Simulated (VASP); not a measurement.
# LiNbO3: structure and properties in VASP, part 2 of 5

Aim: relax LiNbO3 with LDA, compute its properties on that cell and hold them against experiment. The start is a cell from a database of measured crystal structures.

VASP 6.6.1, plane waves and PAW; the level of theory is named at each step.

So far. Step 2 (Relaxing cell and atoms (LDA)): It ends with a largest force of 0.008 eV/Å and a pressure of -0.04 GPa. The volume lies -4.7 % from that of the database's start, which holds the thermal and zero-point expansion of its experiment. LDA is known to overbind. The relaxed cell has a = 5.064, c = 13.675 Å (conventional setting).

**3. Second relaxation**

Level of this step: LDA; plane waves and PAW (Li_sv, Nb_sv, O) (VASP).

The basis stayed that of the start cell while the cell moved. A rerun from the cell reached resets it; the error of the finite cutoff stays. The mesh changes with the cell too.

File INCAR:

```
SYSTEM = LiNbO3
PREC = Accurate
ENCUT = 650
EDIFF = 1E-06
NELM = 100
ISMEAR = 0
SIGMA = 0.05
LREAL = .FALSE.
ALGO = Normal
GGA = CA
NBANDS = 44
LASPH = .TRUE.
LORBIT = 11
LWAVE = .FALSE.
LCHARG = .FALSE.
KPAR = 8
IBRION = 2
NSW = 60
ISIF = 3
EDIFFG = -0.01
```

File POSCAR:

```
LiNbO3
1.0
    2.5318544503      1.4617668484      4.5584486399
   -2.5318544503      1.4617668484      4.5584486399
    0.0000000000     -2.9235336969      4.5584486399
Li Nb O
2 2 6
Direct
    0.2817193126      0.2817193126      0.2817193126
    0.7817193126      0.7817193126      0.7817193126
    0.9982165085      0.9982165085      0.9982165085
    0.4982165085      0.4982165085      0.4982165085
    0.1062264688      0.3673936902      0.7182590200
    0.7182590200      0.1062264688      0.3673936902
    0.3673936902      0.7182590200      0.1062264688
    0.2182590200      0.8673936902      0.6062264688
    0.8673936902      0.6062264688      0.2182590200
    0.6062264688      0.2182590200      0.8673936902
```

File KPOINTS:

```
Automatic mesh
0
Gamma
6 6 6
0 0 0
```

PAW data sets: Li_sv, Nb_sv and O (LDA family, release 64).

Launch:

```console
$ mpirun -np 8 vasp_std
```

Output:

```text
[banner, memory and clock lines left out]
running    8 mpi-ranks, on    1 nodes
 distrk:  each k-point on    1 cores,    8 groups
 distr:  one band on    1 cores,    1 groups

 POSCAR found type information on POSCAR LiNbO
 POSCAR found :  3 types and      10 ions
 [... a notice as in an earlier step ...]

 LDA part: xc-table for (Slater(with rela. corr.)+CA(PZ))
 , standard interpolation
 POSCAR, INCAR and KPOINTS ok, starting setup
 FFT: planning ... GRIDC
 FFT: planning ... GRID_SOFT
 FFT: planning ... GRID
 WAVECAR not read
 entering main loop
       N       E                     dE             d eps       ncg     rms          rms(c)
DAV:   1     0.912946675833E+03    0.91295E+03   -0.40714E+04  2816   0.193E+03
DAV:   2    -0.147198054507E+02   -0.92767E+03   -0.89535E+03  3512   0.647E+02
DAV:   3    -0.996380890324E+02   -0.84918E+02   -0.84255E+02  4736   0.184E+02
DAV:   4    -0.105040671642E+03   -0.54026E+01   -0.53876E+01  5192   0.363E+01
DAV:   5    -0.105427245654E+03   -0.38657E+00   -0.38641E+00  4208   0.807E+00    0.272E+01
DAV:   6    -0.878693680543E+02    0.17558E+02   -0.79290E+01  4200   0.559E+01    0.925E+00
DAV:   7    -0.877341718059E+02    0.13520E+00   -0.80011E+00  4952   0.170E+01    0.561E+00
DAV:   8    -0.876328062755E+02    0.10137E+00   -0.65802E-01  4464   0.566E+00    0.153E+00
DAV:   9    -0.876337886763E+02   -0.98240E-03   -0.80274E-02  4744   0.212E+00    0.901E-01
DAV:  10    -0.876342973703E+02   -0.50869E-03   -0.17571E-02  4232   0.966E-01    0.866E-02
DAV:  11    -0.876342497098E+02    0.47661E-04   -0.13735E-03  4456   0.232E-01    0.451E-02
DAV:  12    -0.876342529231E+02   -0.32133E-05   -0.16995E-04  4680   0.111E-01    0.197E-02
DAV:  13    -0.876342562477E+02   -0.33246E-05   -0.15040E-05  4436   0.269E-02    0.850E-03
DAV:  14    -0.876342550186E+02    0.12290E-05   -0.51676E-06  3608   0.239E-02    0.232E-03
DAV:  15    -0.876342550644E+02   -0.45767E-07   -0.53360E-07  1784   0.575E-03
   1 F= -.87634255E+02 E0= -.87634255E+02  d E =-.876343E+02
 curvature:   0.00 expect dE= 0.000E+00 dE for cont linesearch  0.000E+00
 trial: gam= 0.00000 g(F)=  0.165E-04 g(S)=  0.145E-04 ort = 0.000E+00 (trialstep = 0.100E+01)
 search vector abs. value=  0.310E-04
 reached required accuracy - stopping structural energy minimisation
```

Wall time 49 s (8 MPI ranks of Intel Xeon Platinum 8259CL at 2.50GHz (Skylake/Cascade Lake), shared host); peak memory 2.9 GiB.

OUTCAR, selected parts (step 3):

```text
  LATTYP: Found a trigonal (rhomboedric) cell.
 ALAT       =     5.4153950252
 COS(alpha) =     0.5628331890

 Found     32 irreducible k-points:

   k-points           NKPTS =     32   k-points in BZ     NKDIM =     32   number of bands    NBANDS=     44

   ENCUT  =  650.0 eV  47.77 Ry    6.91 a.u.  11.26 11.26 11.26*2*pi/ulx,y,z

   NELECT =      68.0000    total number of electrons

 E-fermi :   4.0402

 k-point     1 :       0.0000    0.0000    0.0000
  band No.  band energies     occupation
    ...
     30       3.1158      2.00000
     31       3.1274      2.00000
     32       3.2408      2.00000
     33       3.7228      2.00000
     34       3.7228      2.00000
     35       7.2055      0.00000
     36       7.2055      0.00000
     37       7.6307      0.00000
     38       8.9081      0.00000
     39       8.9081      0.00000
    ...

 k-point     2 :       0.1667    0.0000    0.0000
  band No.  band energies     occupation
    ...
     30       3.1704      2.00000
     31       3.3174      2.00000
     32       3.3597      2.00000
     33       3.5626      2.00000
     34       3.6483      2.00000
     35       7.2838      0.00000
     36       7.2908      0.00000
     37       7.6947      0.00000
     38       8.9190      0.00000
     39       9.0636      0.00000
    ...

  Total       -0.0330913     -0.0330913     -0.0285475     -0.0000000      0.0000000      0.0000000
  in kB       -0.5237691     -0.5237691     -0.4518497     -0.0000000      0.0000000      0.0000000
  external PRESSURE =      -0.4997960 kB  Pullay stress =       0.0000000 kB

 POSITION                                       TOTAL-FORCE (eV/Angst)
 -----------------------------------------------------------------------------------
      0.00000     -0.00000      3.85261        -0.000000     -0.000000      0.009535
      0.00000     -0.00000     10.69028        -0.000000     -0.000000      0.009535
      0.00000     -0.00000     13.65096        -0.000000     -0.000000      0.004045
      0.00000     -0.00000      6.81328        -0.000000     -0.000000      0.004045
     -0.66124     -1.40753      5.43312         0.000765     -0.000078     -0.004527
      1.54958      0.13112      5.43312        -0.000315      0.000701     -0.004527
     -0.88834      1.27641      5.43312        -0.000450     -0.000624     -0.004527
     -1.64351     -0.18535      7.71234         0.000450     -0.000624     -0.004527
      0.66124      1.51600      7.71234        -0.000765     -0.000078     -0.004527
      0.98228     -1.33065      7.71234         0.000315      0.000701     -0.004527
 -----------------------------------------------------------------------------------
    total drift:                                0.000000      0.000000     -0.000835

  FREE ENERGIE OF THE ION-ELECTRON SYSTEM (eV)
  ---------------------------------------------------
  free  energy   TOTEN  =       -87.6342550644 eV

  energy  without entropy=      -87.6342550644  energy(sigma->0) =      -87.63425506

 total charge
# of ion       s       p       d       tot
------------------------------------------
    1        2.018   0.075   0.000   2.093
    2        2.018   0.075   0.000   2.093
    3        2.226   6.159   2.126  10.510
    4        2.226   6.159   2.126  10.510
    5        1.556   3.506   0.000   5.063
    6        1.556   3.506   0.000   5.063
    7        1.556   3.506   0.000   5.063
    8        1.556   3.506   0.000   5.063
    9        1.556   3.506   0.000   5.063
   10        1.556   3.506   0.000   5.063
--------------------------------------------------
tot         17.827  33.505   4.251  55.583

[... 5 parts as in an earlier step ...]

[... 7 further parts left out ...]
```

Little changed from the start: no atom moved by 0.005 Å and no cell edge by 0.1 %.

Numbers from this step:

```yaml
irreducible_k_points: 32
free_energy_toten: -87.6343 eV
fermi_energy: 4.040 eV
pressure: -0.04998 GPa
valence_top_at_k: 0.1667, 0.1667, 0.1667
conduction_bottom_at_k: 0, 0, 0
scf_cycles_over_all_ionic_steps: 15
```

It ends with a largest force of 0.010 eV/Å and a pressure of -0.05 GPa. The volume moved by under 0.01 %: the run met its threshold at the first step.

**4. Single point with fields (LDA)**

The relaxed cell gets a fresh self-consistent run, on a basis set for its own volume, to fix the density and to check the remaining stress.

Edit INCAR of step 3 so:

```diff
@@ -14,7 +14,5 @@
 LWAVE = .FALSE.
-LCHARG = .FALSE.
-KPAR = 8
-IBRION = 2
-NSW = 60
-ISIF = 3
-EDIFFG = -0.01
+LCHARG = .TRUE.
+ISIF = 2
+LELF = .TRUE.
+LVHAR = .TRUE.
```

POSCAR is that of step 3.

KPOINTS is that of step 3.

Launch:

```console
$ mpirun -np 8 vasp_std
```

Output:

```text
[banner, memory and clock lines left out]
running    8 mpi-ranks, on    1 nodes
 distrk:  each k-point on    8 cores,    1 groups
 distr:  one band on    1 cores,    8 groups

 POSCAR found type information on POSCAR LiNbO
 POSCAR found :  3 types and      10 ions
 [... a notice as in an earlier step ...]

 LDA part: xc-table for (Slater(with rela. corr.)+CA(PZ))
 , standard interpolation
|                                                                             |
|           W    W    AA    RRRRR   N    N  II  N    N   GGGG   !!!           |
|           W    W   A  A   R    R  NN   N  II  NN   N  G    G  !!!           |
|           W    W  A    A  R    R  N N  N  II  N N  N  G       !!!           |
|           W WW W  AAAAAA  RRRRR   N  N N  II  N  N N  G  GGG   !            |
|           WW  WW  A    A  R   R   N   NN  II  N   NN  G    G                |
|           W    W  A    A  R    R  N    N  II  N    N   GGGG   !!!           |
|                                                                             |
|     The number of bands has been changed from the values supplied in        |
|     The orbitals not found in the WAVECAR file will be initialized with     |
|     random numbers, which is usually adequate. For correlated               |
|     calculations, however, you should redo the groundstate calculation.     |
|     I found NBANDS = 44. Now, NBANDS = 48.                                  |
|                                                                             |

 POSCAR, INCAR and KPOINTS ok, starting setup
 FFT: planning ... GRIDC
 FFT: planning ... GRID_SOFT
 FFT: planning ... GRID
 WAVECAR not read
 entering main loop
       N       E                     dE             d eps       ncg     rms          rms(c)
DAV:   1     0.866066388284E+03    0.86607E+03   -0.39909E+04  3072   0.177E+03
DAV:   2    -0.210233848740E+02   -0.88709E+03   -0.84519E+03  3712   0.579E+02
DAV:   3    -0.997953543240E+02   -0.78772E+02   -0.77915E+02  5096   0.167E+02
DAV:   4    -0.105038160694E+03   -0.52428E+01   -0.52195E+01  5488   0.330E+01
DAV:   5    -0.105429418677E+03   -0.39126E+00   -0.39104E+00  4672   0.776E+00    0.272E+01
DAV:   6    -0.879594390289E+02    0.17470E+02   -0.59294E+01  4832   0.512E+01    0.900E+00
DAV:   7    -0.877371237218E+02    0.22232E+00   -0.67171E+00  5048   0.149E+01    0.575E+00
DAV:   8    -0.876392828559E+02    0.97841E-01   -0.78702E-01  4856   0.597E+00    0.143E+00
DAV:   9    -0.876345258300E+02    0.47570E-02   -0.85146E-02  4960   0.249E+00    0.108E+00
DAV:  10    -0.876344096863E+02    0.11614E-03   -0.22109E-02  4344   0.104E+00    0.126E-01
DAV:  11    -0.876342140586E+02    0.19563E-03   -0.20074E-03  4144   0.267E-01    0.375E-02
DAV:  12    -0.876342518313E+02   -0.37773E-04   -0.25415E-04  5936   0.103E-01    0.280E-02
DAV:  13    -0.876342557728E+02   -0.39415E-05   -0.12764E-05  4576   0.290E-02    0.967E-03
DAV:  14    -0.876342551277E+02    0.64507E-06   -0.62259E-06  3856   0.288E-02
   1 F= -.87634255E+02 E0= -.87634255E+02  d E =-.137652E-23
```

Run time: 62 s. Hardware: 8 MPI ranks; peak memory 1.4 GiB; 7.2 min of CPU time.

From OUTCAR (step 4):

```text
 Found     32 irreducible k-points:

   k-points           NKPTS =     32   k-points in BZ     NKDIM =     32   number of bands    NBANDS=     48

   NELECT =      68.0000    total number of electrons

 E-fermi :   4.0903

 k-point     1 :       0.0000    0.0000    0.0000
  band No.  band energies     occupation
    ...
     30       3.1158      2.00000
     31       3.1274      2.00000
     32       3.2408      2.00000
     33       3.7228      2.00000
     34       3.7228      2.00000
     35       7.2053      0.00000
     36       7.2053      0.00000
     37       7.6305      0.00000
     38       8.9079      0.00000
     39       8.9079      0.00000
    ...

 k-point     2 :       0.1667    0.0000    0.0000
  band No.  band energies     occupation
    ...
     30       3.1704      2.00000
     31       3.3174      2.00000
     32       3.3597      2.00000
     33       3.5626      2.00000
     34       3.6483      2.00000
     35       7.2836      0.00000
     36       7.2905      0.00000
     37       7.6945      0.00000
     38       8.9187      0.00000
     39       9.0633      0.00000
    ...

  Total       -0.0240075     -0.0240075     -0.0192558      0.0000000      0.0000000     -0.0000000
  in kB       -0.3799904     -0.3799904     -0.3047808      0.0000000      0.0000000     -0.0000000
  external PRESSURE =      -0.3549205 kB  Pullay stress =       0.0000000 kB

 POSITION                                       TOTAL-FORCE (eV/Angst)
 -----------------------------------------------------------------------------------
      0.00000     -0.00000      3.85261        -0.000000     -0.000000      0.009478
      0.00000     -0.00000     10.69028        -0.000000     -0.000000      0.009478
      0.00000     -0.00000     13.65096        -0.000000     -0.000000      0.004340
      0.00000     -0.00000      6.81328        -0.000000     -0.000000      0.004340
     -0.66124     -1.40753      5.43312         0.000798     -0.000189     -0.004606
      1.54958      0.13112      5.43312        -0.000236      0.000786     -0.004606
     -0.88834      1.27641      5.43312        -0.000563     -0.000597     -0.004606
     -1.64351     -0.18535      7.71234         0.000563     -0.000597     -0.004606
      0.66124      1.51600      7.71234        -0.000798     -0.000189     -0.004606
      0.98228     -1.33065      7.71234         0.000236      0.000786     -0.004606
 -----------------------------------------------------------------------------------
    total drift:                                0.000000      0.000000     -0.001336

  FREE ENERGIE OF THE ION-ELECTRON SYSTEM (eV)
  ---------------------------------------------------
  free  energy   TOTEN  =       -87.6342551277 eV

  energy  without entropy=      -87.6342551277  energy(sigma->0) =      -87.63425513

[... 9 parts as in an earlier step ...]

[... 5 further parts left out ...]
```

Numbers from this step:

```
SCF cycles   : 14
bands        : 48
Fermi energy : 4.090 eV
pressure     : -0.03549 GPa
```

Valence electrons inside each PAW sphere by angular momentum. Sphere charges, by row:

```tsv
atom	s (e)	p (e)	d (e)	tot (e)
Li1	2.018	0.075	0	2.093
Li2	2.018	0.075	0	2.093
Nb3	2.226	6.159	2.126	10.51
Nb4	2.226	6.159	2.126	10.51
O5	1.556	3.506	0	5.063
O6	1.556	3.506	0	5.063
O7	1.556	3.506	0	5.063
O8	1.556	3.506	0	5.063
O9	1.556	3.506	0	5.063
O10	1.556	3.506	0	5.063
```

ELF in the ac plane of the conventional cell at fractional y = 0.000, with atoms of Li and Nb and O within 0.2 Å of it. It is the smooth field of the valence electrons, not physical close to the nuclei.

Values, 24 rows by 14 columns, each cell a mean:
```
0.73 0.61 0.41 0.63 0.76 0.79 0.71 0.34 0.06 0.04 0.07 0.18 0.53 0.71
0.32 0.26 0.54 0.78 0.64 0.73 0.82 0.52 0.10 0.05 0.09 0.10 0.16 0.28
0.05 0.16 0.50 0.71 0.75 0.74 0.59 0.26 0.08 0.06 0.06 0.06 0.06 0.05
0.02 0.04 0.11 0.21 0.27 0.22 0.16 0.25 0.40 0.43 0.29 0.12 0.04 0.02
0.01 0.02 0.02 0.03 0.04 0.11 0.41 0.71 0.75 0.76 0.76 0.56 0.19 0.02
0.25 0.06 0.02 0.03 0.04 0.17 0.59 0.80 0.62 0.60 0.81 0.68 0.17 0.16
0.92 0.43 0.02 0.04 0.05 0.09 0.32 0.63 0.74 0.75 0.70 0.36 0.11 0.80
0.39 0.14 0.17 0.39 0.45 0.34 0.18 0.15 0.23 0.26 0.17 0.06 0.04 0.29
0.05 0.23 0.64 0.78 0.76 0.77 0.62 0.26 0.07 0.05 0.06 0.06 0.06 0.05
0.10 0.28 0.71 0.75 0.59 0.75 0.78 0.44 0.09 0.05 0.07 0.09 0.09 0.10
0.50 0.42 0.39 0.63 0.74 0.73 0.56 0.21 0.05 0.05 0.07 0.10 0.29 0.47
0.72 0.72 0.45 0.17 0.25 0.23 0.11 0.13 0.32 0.42 0.30 0.25 0.60 0.72
0.73 0.65 0.34 0.09 0.06 0.04 0.16 0.58 0.78 0.77 0.73 0.46 0.49 0.70
0.32 0.22 0.12 0.10 0.07 0.05 0.27 0.74 0.80 0.64 0.73 0.72 0.33 0.28
0.05 0.06 0.06 0.06 0.05 0.07 0.14 0.45 0.69 0.75 0.74 0.63 0.31 0.07
0.02 0.03 0.07 0.20 0.38 0.44 0.33 0.18 0.18 0.26 0.25 0.16 0.06 0.02
0.01 0.07 0.39 0.69 0.77 0.74 0.76 0.57 0.23 0.06 0.03 0.03 0.02 0.01
0.25 0.09 0.44 0.81 0.72 0.54 0.75 0.74 0.35 0.07 0.03 0.03 0.02 0.16
0.91 0.40 0.15 0.59 0.74 0.75 0.71 0.48 0.17 0.06 0.05 0.02 0.11 0.81
0.40 0.13 0.03 0.12 0.23 0.26 0.19 0.14 0.26 0.42 0.44 0.29 0.09 0.29
0.05 0.06 0.06 0.06 0.05 0.05 0.13 0.46 0.73 0.77 0.78 0.75 0.43 0.09
0.10 0.09 0.09 0.08 0.06 0.05 0.22 0.67 0.80 0.64 0.66 0.79 0.49 0.14
0.50 0.39 0.17 0.07 0.06 0.05 0.10 0.40 0.68 0.75 0.71 0.49 0.37 0.47
0.72 0.69 0.40 0.22 0.39 0.39 0.22 0.08 0.17 0.26 0.20 0.26 0.65 0.73
```
Columns run along a (5.1 Å), rows up along c (13.7 Å), edges of the conventional cell, whose origin can differ from the input's. Atoms in or near the plane, at fractional coordinates: Li at (0.00, 0.72), Li at (0.00, 0.22), Nb at (0.00, 0.00), Nb at (0.00, 0.50), O at (0.35, 0.94), O at (0.36, 0.27), O at (0.29, 0.60), O at (0.62, 0.77), O at (0.68, 0.10), O at (0.70, 0.44).

Valence density in the ac plane of the conventional cell at fractional y = 0.000, with atoms of Li and Nb and O within 0.2 Å of it. It is the smooth field of the valence electrons, not physical close to the nuclei.

Values in units of 1e0 e/Å³, 24 rows by 14 columns, each cell a mean:
```
5.0 3.0 1.3 1.6 2.7 2.1 0.7 0.2 0.1 0.1 0.1 0.4 1.9 4.3
0.8 0.6 0.9 2.9 5.9 4.8 1.5 0.3 0.1 0.1 0.1 0.2 0.4 0.7
0.1 0.1 0.3 0.9 1.6 1.4 0.6 0.2 0.1 0.1 0.1 0.1 0.1 0.1
0.0 0.0 0.1 0.1 0.2 0.2 0.2 0.2 0.3 0.3 0.2 0.1 0.0 0.0
0.0 0.0 0.0 0.0 0.1 0.1 0.3 1.1 2.7 2.8 1.2 0.3 0.1 0.0
0.6 0.2 0.1 0.1 0.1 0.1 0.4 2.2 6.0 6.3 2.6 0.5 0.2 0.4
7.0 1.4 0.1 0.1 0.1 0.1 0.2 0.8 1.7 1.8 0.8 0.3 0.4 4.3
1.6 0.4 0.1 0.2 0.3 0.3 0.2 0.2 0.2 0.2 0.1 0.1 0.1 1.0
0.1 0.2 0.6 1.8 2.9 1.9 0.6 0.2 0.1 0.1 0.1 0.1 0.1 0.1
0.2 0.3 1.1 4.0 6.6 4.1 1.1 0.2 0.1 0.1 0.1 0.2 0.2 0.2
2.0 1.3 0.8 1.3 1.8 1.2 0.4 0.1 0.1 0.1 0.1 0.2 0.7 1.7
6.5 4.1 1.3 0.3 0.2 0.1 0.1 0.1 0.2 0.3 0.3 0.6 2.5 5.6
5.0 3.0 0.9 0.2 0.1 0.1 0.1 0.4 1.4 2.7 2.2 1.2 2.0 4.3
0.8 0.5 0.2 0.1 0.1 0.1 0.2 0.7 3.1 6.1 4.5 1.5 0.6 0.7
0.1 0.1 0.1 0.1 0.1 0.1 0.1 0.3 1.0 1.7 1.3 0.5 0.2 0.1
0.0 0.0 0.1 0.1 0.2 0.3 0.3 0.2 0.2 0.2 0.1 0.1 0.0 0.0
0.0 0.1 0.2 0.6 2.1 3.1 1.8 0.6 0.2 0.1 0.1 0.0 0.0 0.0
0.6 0.2 0.3 1.3 4.7 6.9 3.9 0.9 0.2 0.1 0.1 0.1 0.1 0.4
7.0 1.5 0.2 0.5 1.4 2.0 1.2 0.4 0.1 0.1 0.1 0.1 0.3 4.3
1.6 0.3 0.1 0.1 0.2 0.2 0.2 0.2 0.2 0.3 0.3 0.2 0.1 1.0
0.1 0.1 0.1 0.1 0.1 0.1 0.1 0.4 1.2 2.6 2.5 1.0 0.3 0.1
0.2 0.2 0.2 0.1 0.1 0.1 0.1 0.5 2.4 6.0 5.7 2.2 0.5 0.2
1.9 1.2 0.4 0.2 0.1 0.1 0.1 0.2 0.7 1.6 1.7 0.9 1.0 1.7
6.4 4.0 1.2 0.4 0.3 0.2 0.1 0.1 0.1 0.2 0.2 0.6 2.6 5.7
```
Columns run along a (5.1 Å), rows up along c (13.7 Å), edges of the conventional cell, whose origin can differ from the input's. Atoms in or near the plane, at fractional coordinates: Li at (0.00, 0.72), Li at (0.00, 0.22), Nb at (0.00, 0.00), Nb at (0.00, 0.50), O at (0.35, 0.94), O at (0.36, 0.27), O at (0.29, 0.60), O at (0.62, 0.77), O at (0.68, 0.10), O at (0.70, 0.44).

Electrostatic potential energy in the ac plane of the conventional cell at fractional y = 0.000, with atoms of Li and Nb and O within 0.2 Å of it. With pseudopotentials it is smooth inside the atoms' cores, unlike the true potential.

Ten even steps from '_' (-62 eV) to '@' (6 eV), each cell a mean:
```
__..++##++**@@@@@@@@@@##::__
++##%%==..::##@@@@@@@@@@%%**
@@@@@@%%####@@@@@@@@@@@@@@@@
@@@@@@@@@@@@@@@@@@@@@@@@@@@@
@@@@@@@@@@@@@@%%++++%%@@@@@@
##%%@@@@@@@@@@**....++@@@@%%
..**@@@@@@@@@@@@####%%@@%%--
**%%@@@@@@@@@@@@@@@@@@@@@@##
@@@@@@##++**@@@@@@@@@@@@@@@@
%%@@%%--..::%%@@@@@@@@@@@@%%
--==####**%%@@@@@@@@@@%%**--
____==%%@@@@@@@@@@@@@@**..__
__..++%%@@@@@@@@##++**##::__
++##%%@@@@@@@@@@==..::####**
@@@@@@@@@@@@@@@@%%##%%@@@@@@
@@@@@@@@@@@@@@@@@@@@@@@@@@@@
@@@@@@@@**==**@@@@@@@@@@@@@@
##%%@@%%::..--%%@@@@@@@@@@%%
..**@@@@##**%%@@@@@@@@@@%%--
**%%@@@@@@@@@@@@@@@@@@@@@@##
@@@@@@@@@@@@@@@@%%++++%%@@@@
%%@@@@@@@@@@@@@@++....**@@%%
--==##@@@@@@@@@@@@####%%**--
____==%%@@@@@@@@@@@@@@**..__
```
Columns run along a (5.1 Å; values clipped at the 3rd and 97th percentile), rows up along c (13.7 Å), edges of the conventional cell, whose origin can differ from the input's. Atoms in or near the plane, at fractional coordinates: Li at (0.00, 0.72), Li at (0.00, 0.22), Nb at (0.00, 0.00), Nb at (0.00, 0.50), O at (0.35, 0.94), O at (0.36, 0.27), O at (0.29, 0.60), O at (0.62, 0.77), O at (0.68, 0.10), O at (0.70, 0.44).

In this run the pressure is -0.04 GPa, small enough to go on.

[end of part 2 of 5]

[Lines on the potential files, build, host, timing and source positions are cut from VASP's logs without a mark.]

[Logs are printed without paths, hosts, clocks, repeated set-up lines and the standing remarks that a program may print on its own settings, such as how far it seeks lower states.]

[Hosts, paths, dates, database ids (printed as entryN), source tags and the programs' standing remarks are cut or masked in the printed files.]

[A measured line is paired with the nearest computed mode of its activity, which favours agreement.]
